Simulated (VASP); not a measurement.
# Which face does W expose?

Aim: compare the low-index faces of W at one level of theory.

Main program and level: VASP 6.6.1; PBEsol; plane waves and PAW (W).

### 1. Starting point

It takes space group Im-3m (No. 229, cubic). Conventional cell: a = 3.160 Å, b = 3.160 Å, c = 3.160 Å, α = 90.00°, β = 90.00°, γ = 90.00°. W has 8 W at 2.74 Å nearest.

As a file:

```cif
data_structure
_symmetry_space_group_name_H-M 'P 1'
_symmetry_Int_Tables_number 1
_cell_length_a 2.7366
_cell_length_b 2.7366
_cell_length_c 2.7366
_cell_angle_alpha 109.471
_cell_angle_beta 109.471
_cell_angle_gamma 109.471
_cell_volume 15.78
loop_
_atom_site_label
_atom_site_type_symbol
_atom_site_fract_x
_atom_site_fract_y
_atom_site_fract_z
_atom_site_occupancy
W1 W 0.00000 0.00000 0.00000 1
```

### 2. The bulk reference, job relaxation, k-mesh 17×17×17

The bulk crystal is relaxed first, so that the slabs are cut at this functional's lattice.

Contents of INCAR:

```
SYSTEM = W
PREC = Accurate
ENCUT = 420
EDIFF = 1E-06
NELM = 120
ISMEAR = 1
SIGMA = 0.15
LREAL = .FALSE.
ALGO = Normal
GGA = PS
NBANDS = 9
LORBIT = 11
LWAVE = .FALSE.
LCHARG = .FALSE.
KPAR = 4
IBRION = 2
NSW = 30
ISIF = 3
EDIFFG = -0.01
POTIM = 0.4
```

Contents of POSCAR:

```
W
1.0
   -1.5800000000      1.5800000000      1.5800000000
    1.5800000000     -1.5800000000      1.5800000000
    1.5800000000      1.5800000000     -1.5800000000
W
1
Direct
    0.0000000000      0.0000000000      0.0000000000
```

Contents of KPOINTS:

```
Automatic mesh
0
Gamma
17 17 17
0 0 0
```

The projector-augmented-wave data sets are W (PBE family, release 64).

On the command line:

```
mpirun -np 4 vasp_std
```

The program printed:

```text
[banner, memory and clock lines left out]
running    4 mpi-ranks, on    1 nodes
 distrk:  each k-point on    1 cores,    4 groups
 distr:  one band on    1 cores,    1 groups

 POSCAR found type information on POSCAR W
 POSCAR found :  1 types and       1 ions
|                                                                             |
|               ----> ADVICE to this user running VASP <----                  |
|                                                                             |
|     You enforced a specific xc type in the INCAR file but a different       |
|     [... a line on the potential file left out ...]
|     I HOPE YOU KNOW WHAT YOU ARE DOING!                                     |
|                                                                             |

 LDA part: xc-table for (Slater+PW92), standard interpolation
 POSCAR, INCAR and KPOINTS ok, starting setup
 FFT: planning ... GRIDC
 FFT: planning ... GRID_SOFT
 FFT: planning ... GRID
 WAVECAR not read
 entering main loop
       N       E                     dE             d eps       ncg     rms          rms(c)
DAV:   1     0.373396887334E+01    0.37340E+01   -0.26456E+03  2994   0.478E+02
DAV:   2    -0.142685803040E+02   -0.18003E+02   -0.17225E+02  3430   0.119E+02
DAV:   3    -0.146085952193E+02   -0.34001E+00   -0.33701E+00  3441   0.132E+01
DAV:   4    -0.146096054166E+02   -0.10102E-02   -0.10100E-02  3468   0.728E-01
DAV:   5    -0.146096075449E+02   -0.21283E-05   -0.21284E-05  3451   0.304E-02    0.214E+01
DAV:   6    -0.140832108683E+02    0.52640E+00   -0.39516E-01  3278   0.400E+00    0.105E+01
DAV:   7    -0.138812460237E+02    0.20196E+00   -0.45750E-01  3381   0.417E+00    0.304E-01
DAV:   8    -0.138792975533E+02    0.19485E-02   -0.23714E-03  3219   0.367E-01    0.150E-01
DAV:   9    -0.138790005382E+02    0.29702E-03   -0.21872E-04  3520   0.662E-02    0.218E-02
DAV:  10    -0.138790016981E+02   -0.11599E-05   -0.20235E-05  3504   0.316E-02    0.217E-02
DAV:  11    -0.138790011072E+02    0.59092E-06   -0.55011E-07  1806   0.755E-03
   1 F= -.13879001E+02 E0= -.13878882E+02  d E =-.138790E+02
 curvature:   0.00 expect dE= 0.000E+00 dE for cont linesearch  0.000E+00
 trial: gam= 0.00000 g(F)=  0.367E-64 g(S)=  0.274E-01 ort = 0.000E+00 (trialstep = 0.100E+01)
 search vector abs. value=  0.274E-01
 bond charge predicted
       N       E                     dE             d eps       ncg     rms          rms(c)
DAV:   1    -0.138731978597E+02    0.58038E-02   -0.10928E+00  2996   0.769E+00    0.335E+00
DAV:   2    -0.138585395861E+02    0.14658E-01   -0.13228E-02  3394   0.839E-01    0.150E+00
DAV:   3    -0.138542312340E+02    0.43084E-02   -0.10497E-02  3909   0.654E-01    0.321E-02
DAV:   4    -0.138542831114E+02   -0.51877E-04   -0.55691E-05  3276   0.518E-02    0.214E-02
DAV:   5    -0.138543421374E+02   -0.59026E-04   -0.84156E-05  3436   0.445E-02    0.534E-03
DAV:   6    -0.138543425228E+02   -0.38547E-06   -0.35239E-07  2958   0.502E-03
   2 F= -.13854343E+02 E0= -.13854230E+02  d E =0.246586E-01
 trial-energy change:    0.024659  1 .order    0.025512   -0.027401    0.078424
 step:   0.2684(harm=  0.2589)  dis= 0.00000  next Energy=   -13.882695 (dE=-0.369E-02)
 bond charge predicted
       N       E                     dE             d eps       ncg     rms          rms(c)
DAV:   1    -0.138928096896E+02   -0.38468E-01   -0.56780E-01  3005   0.540E+00    0.246E+00
DAV:   2    -0.138849407962E+02    0.78689E-02   -0.77533E-03  3356   0.667E-01    0.109E+00
DAV:   3    -0.138827256156E+02    0.22152E-02   -0.55275E-03  3833   0.465E-01    0.452E-02
DAV:   4    -0.138827397809E+02   -0.14165E-04   -0.24828E-05  3185   0.362E-02    0.353E-02
DAV:   5    -0.138827712596E+02   -0.31479E-04   -0.64089E-05  3350   0.377E-02    0.528E-03
DAV:   6    -0.138827714308E+02   -0.17115E-06   -0.23603E-07  2798   0.426E-03
   3 F= -.13882771E+02 E0= -.13882637E+02  d E =-.377032E-02
 curvature:  -0.13 expect dE=-0.654E-06 dE for cont linesearch -0.654E-06
 trial: gam=-0.01339 g(F)=  0.117E-64 g(S)=  0.505E-05 ort = 0.372E-03 (trialstep = 0.854E+00)
 search vector abs. value=  0.103E-08
 reached required accuracy - stopping structural energy minimisation
```

It took 8.4 s on 4 MPI ranks of AMD EPYC 7R43, shared host; peak memory 0.43 GiB.

The logs omit lines about the potential files and the build; timing stands in the text.

From OUTCAR (step 2):

```text
ion  position               nearest neighbor table
   1  0.000  0.000  0.000-

  LATTYP: Found a body centered cubic cell.
 ALAT       =     3.1600000000

 Subroutine GETGRP returns: Found 48 space group operations
 (whereof 48 operations were pure point group operations)

The static configuration has the point symmetry O_h .

 Found    165 irreducible k-points:

   k-points           NKPTS =    165   k-points in BZ     NKDIM =    165   number of bands    NBANDS=      9

   dimension x,y,z NGX =    18 NGY =   18 NGZ =   18
   dimension x,y,z NGXF=    36 NGYF=   36 NGZF=   36

   ENCUT  =  420.0 eV  30.87 Ry    5.56 a.u.   4.57  4.57  4.57*2*pi/ulx,y,z

   NELECT =       6.0000    total number of electrons

 k-points in reciprocal lattice and weights: Automatic mesh
   0.00000000  0.00000000  0.00000000       0.000
   0.05882353  0.00000000  0.00000000       0.002
   0.11764706  0.00000000  0.00000000       0.002
   0.17647059  0.00000000  0.00000000       0.002
   0.23529412  0.00000000  0.00000000       0.002
   0.29411765  0.00000000  0.00000000       0.002
   0.35294118  0.00000000  0.00000000       0.002
   0.41176471  0.00000000  0.00000000       0.002
   0.47058824  0.00000000  0.00000000       0.002
[...]
-0.47058824 -0.47058824  0.41176471       0.002
  -0.47058824  0.47058824  0.47058824       0.001

 average (electrostatic) potential at core
       1 -37.4504

 E-fermi :   7.9139

 k-point     1 :       0.0000    0.0000    0.0000
  band No.  band energies     occupation
      1      -1.8756      2.00000
      2       6.5967      2.00000
      3       6.5967      2.00000
      4       6.5967      2.00000
      5      10.1229     -0.00000
      6      10.1229     -0.00000
      7      23.2116      0.00000
      8      23.2116      0.00000
      9      23.2116      0.00000

 k-point     2 :       0.0588    0.0000    0.0000
  band No.  band energies     occupation
      1      -1.7080      2.00000
      2       6.4924      2.00000
      3       6.5745      2.00000
      4       6.7642      2.00000
      5       9.9574     -0.00000
      6      10.1255     -0.00000
      7      23.3577      0.00000
      8      23.5041      0.00000
      9      23.6318      0.00000

 k-point     3 :       0.1176    0.0000    0.0000
  band No.  band energies     occupation
      1      -1.2251      2.00000
      2       6.2067      2.00000
      3       6.4729      2.00000
      4       7.2607      2.00000
      5       9.6179     -0.00000
      6      10.1421     -0.00000
      7      23.7102      0.00000
      8      24.3518      0.00000
      9      24.6751      0.00000

  Total       -0.0066038     -0.0066038     -0.0066038      0.0000000     -0.0000000      0.0000000
  in kB       -0.6808543     -0.6808543     -0.6808543      0.0000000     -0.0000000      0.0000000
  external PRESSURE =      -0.6808543 kB  Pullay stress =       0.0000000 kB

  energy-cutoff  :      420.00
  volume of cell :       15.54
      direct lattice vectors                 reciprocal lattice vectors
    -1.572037358  1.572037358  1.572037358     0.000000000  0.318058599  0.318058599
     1.572037358 -1.572037358  1.572037358     0.318058599  0.000000000  0.318058599
     1.572037358  1.572037358 -1.572037358     0.318058599  0.318058599  0.000000000

 POSITION                                       TOTAL-FORCE (eV/Angst)
 -----------------------------------------------------------------------------------
      0.00000      0.00000      0.00000         0.000000      0.000000      0.000000
 -----------------------------------------------------------------------------------
    total drift:                                0.000000     -0.000000      0.000000

  FREE ENERGIE OF THE ION-ELECTRON SYSTEM (eV)
  ---------------------------------------------------
  free  energy   TOTEN  =       -13.8827714308 eV

  energy  without entropy=      -13.8823687624  energy(sigma->0) =      -13.88263721

 reached required accuracy - stopping structural energy minimisation

 total charge
# of ion       s       p       d       tot
------------------------------------------
    1        0.680   0.740   4.224   5.644

[... 3 further parts left out ...]
```

The PAW data sets were made with PBE, which is usual practice but a small mismatch for other functionals. The data set W keeps the semicore shell frozen, which is cheaper and a little less accurate. The run keeps the 48 symmetry operations of its start, so it cannot find a distortion of lower symmetry.

Step by step:

| step | energy less that of the first step (eV) | largest force (eV/Å) | pressure (GPa) | volume (Å³) |
| --- | --- | --- | --- | --- |
| 1 | 0.0000 | 0.0000 | -4.94 | 15.78 |
| 2 | 0.0247 | 0.0000 | 14.97 | 14.91 |
| 3 | -0.0038 | 0.0000 | -0.07 | 15.54 |

| conventional cell, symmetrised | before | after | change |
| --- | --- | --- | --- |
| a (Å) | 3.160 | 3.144 | -0.5 % |
| b (Å) | 3.160 | 3.144 | -0.5 % |
| c (Å) | 3.160 | 3.144 | -0.5 % |
| volume (Å³/atom) | 15.78 | 15.54 | -1.5 % |

The relaxed structure:

```cif
data_structure
_symmetry_space_group_name_H-M 'P 1'
_symmetry_Int_Tables_number 1
_cell_length_a 2.7228
_cell_length_b 2.7228
_cell_length_c 2.7228
_cell_angle_alpha 109.471
_cell_angle_beta 109.471
_cell_angle_gamma 109.471
_cell_volume 15.54
loop_
_atom_site_label
_atom_site_type_symbol
_atom_site_fract_x
_atom_site_fract_y
_atom_site_fract_z
_atom_site_occupancy
W1 W 0.00000 0.00000 0.00000 1
```

This step gave:

```yaml
electronic_cycles: 23
electrons: 6
free_energy_toten: -13.88 eV
energy_at_zero_smearing: -13.88 eV
fermi_energy: 7.914 eV
metallic: yes
```

The run ended after 3 ionic steps, 0.004 eV below its first step, once forces and stress met EDIFFG = -0.01.

Energy at zero smearing: -13.88264 eV.

### 3. The bulk reference, job self-consistent run, k-mesh 21×21×21

Contents of INCAR:

```
SYSTEM = W
PREC = Normal
ENCUT = 320
EDIFF = 1E-06
NELM = 120
ISMEAR = 1
SIGMA = 0.15
LREAL = .FALSE.
ALGO = Fast
GGA = PS
NBANDS = 9
LORBIT = 11
LWAVE = .FALSE.
LCHARG = .FALSE.
KPAR = 4
```

Contents of POSCAR:

```
W
1.0
   -1.5720373575      1.5720373575      1.5720373575
    1.5720373575     -1.5720373575      1.5720373575
    1.5720373575      1.5720373575     -1.5720373575
W
1
Direct
    0.0000000000      0.0000000000      0.0000000000
```

Contents of KPOINTS:

```
Automatic mesh
0
Gamma
21 21 21
0 0 0
```

On the command line:

```
mpirun -np 4 vasp_std
```

The program printed:

```text
[banner, memory and clock lines left out]
running    4 mpi-ranks, on    1 nodes
 distrk:  each k-point on    1 cores,    4 groups
 distr:  one band on    1 cores,    1 groups

 POSCAR found type information on POSCAR W
 POSCAR found :  1 types and       1 ions
 [... a notice as in an earlier step ...]

 LDA part: xc-table for (Slater+PW92), standard interpolation
 POSCAR, INCAR and KPOINTS ok, starting setup
 FFT: planning ... GRIDC
 FFT: planning ... GRID_SOFT
 FFT: planning ... GRID
 WAVECAR not read
 entering main loop
       N       E                     dE             d eps       ncg     rms          rms(c)
DAV:   1    -0.117554144682E+01   -0.11755E+01   -0.22916E+03  5390   0.376E+02
DAV:   2    -0.143784243413E+02   -0.13203E+02   -0.12717E+02  5931   0.994E+01
DAV:   3    -0.145976965180E+02   -0.21927E+00   -0.21736E+00  6057   0.103E+01
DAV:   4    -0.145981565451E+02   -0.46003E-03   -0.45995E-03  5929   0.505E-01
DAV:   5    -0.145981575961E+02   -0.10510E-05   -0.10515E-05  6006   0.215E-02    0.229E+01
RMM:   6    -0.140803542296E+02    0.51780E+00   -0.19965E-01  5157   0.297E+00    0.110E+01
RMM:   7    -0.138779914813E+02    0.20236E+00   -0.29362E-01  5225   0.344E+00    0.303E-01
RMM:   8    -0.138779723226E+02    0.19159E-04   -0.15481E-02  5479   0.132E+00    0.787E-01
RMM:   9    -0.138781059865E+02   -0.13366E-03   -0.24886E-03  5626   0.342E-01    0.569E-01
RMM:  10    -0.138776115707E+02    0.49442E-03   -0.17467E-03  5302   0.318E-01    0.187E-01
RMM:  11    -0.138775943457E+02    0.17225E-04   -0.76143E-05  5698   0.997E-02    0.153E-01
RMM:  12    -0.138775985353E+02   -0.41896E-05   -0.13650E-05  5745   0.220E-02    0.104E-02
RMM:  13    -0.138775961784E+02    0.23569E-05   -0.37334E-06  5507   0.134E-02    0.164E-02
RMM:  14    -0.138775963132E+02   -0.13475E-06   -0.35887E-07  3416   0.506E-03
   1 F= -.13877596E+02 E0= -.13877394E+02  d E =-.607874E-03
```

Wall time 3.6 s (4 MPI ranks); peak memory 0.35 GiB.

OUTCAR, selected parts (step 3):

```text
  LATTYP: Found a body centered cubic cell.
 ALAT       =     3.1440747150

The static configuration has the point symmetry O_h .

 Found    286 irreducible k-points:

   k-points           NKPTS =    286   k-points in BZ     NKDIM =    286   number of bands    NBANDS=      9

   dimension x,y,z NGX =    12 NGY =   12 NGZ =   12
   dimension x,y,z NGXF=    24 NGYF=   24 NGZF=   24

   ENCUT  =  320.0 eV  23.52 Ry    4.85 a.u.   3.97  3.97  3.97*2*pi/ulx,y,z

   NELECT =       6.0000    total number of electrons

 E-fermi :   7.9667

 k-point     1 :       0.0000    0.0000    0.0000
  band No.  band energies     occupation
      1      -1.8768      2.00000
      2       6.5973      2.00000
      3       6.5973      2.00000
      4       6.5973      2.00000
      5      10.1207     -0.00000
      6      10.1207     -0.00000
      7      23.2133      0.00000
      8      23.2133      0.00000
      9      23.2133      0.00000

 k-point     2 :       0.0476    0.0000    0.0000
  band No.  band energies     occupation
      1      -1.7667      2.00000
      2       6.5285      2.00000
      3       6.5836      2.00000
      4       6.7072      2.00000
      5      10.0089     -0.00000
      6      10.1223     -0.00000
      7      23.3105      0.00000
      8      23.4056      0.00000
      9      23.4929      0.00000

  Total       -0.0793803     -0.0793803     -0.0793803      0.0000000     -0.0000000      0.0000000
  in kB       -8.1841750     -8.1841750     -8.1841750      0.0000000     -0.0000000      0.0000000
  external PRESSURE =      -8.1841750 kB  Pullay stress =       0.0000000 kB

  energy-cutoff  :      320.00
  volume of cell :       15.54
      direct lattice vectors                 reciprocal lattice vectors
    -1.572037357  1.572037357  1.572037357     0.000000000  0.318058599  0.318058599
     1.572037357 -1.572037357  1.572037357     0.318058599  0.000000000  0.318058599
     1.572037357  1.572037357 -1.572037357     0.318058599  0.318058599  0.000000000

 POSITION                                       TOTAL-FORCE (eV/Angst)
 -----------------------------------------------------------------------------------
      0.00000      0.00000      0.00000         0.000000      0.000000      0.000000
 -----------------------------------------------------------------------------------
    total drift:                               -0.000000     -0.000000      0.000000

  FREE ENERGIE OF THE ION-ELECTRON SYSTEM (eV)
  ---------------------------------------------------
  free  energy   TOTEN  =       -13.8775963132 eV

  energy  without entropy=      -13.8769884396  energy(sigma->0) =      -13.87739369

 total charge
# of ion       s       p       d       tot
------------------------------------------
    1        0.681   0.739   4.258   5.678

[... 2 parts as in an earlier step ...]

[... 6 further parts left out ...]
```

Numbers from this step:

```yaml
electronic_cycles: 14
fermi_energy: 7.967 eV
```

Energy at zero smearing: -13.87739 eV.

The run ends at a pressure of -0.82 GPa.

[end of part 1 of 6]

[Lines on the potential files, build, host, timing and source positions are cut from VASP's logs without a mark.]

[Logs are printed without paths, hosts, clocks, repeated set-up lines and the standing remarks that a program may print on its own settings, such as how far it seeks lower states.]

[Hosts, paths, dates, database ids (printed as entryN), source tags and the programs' standing remarks are cut or masked in the printed files.]

[Runs that stopped without an error message from VASP are left out.]
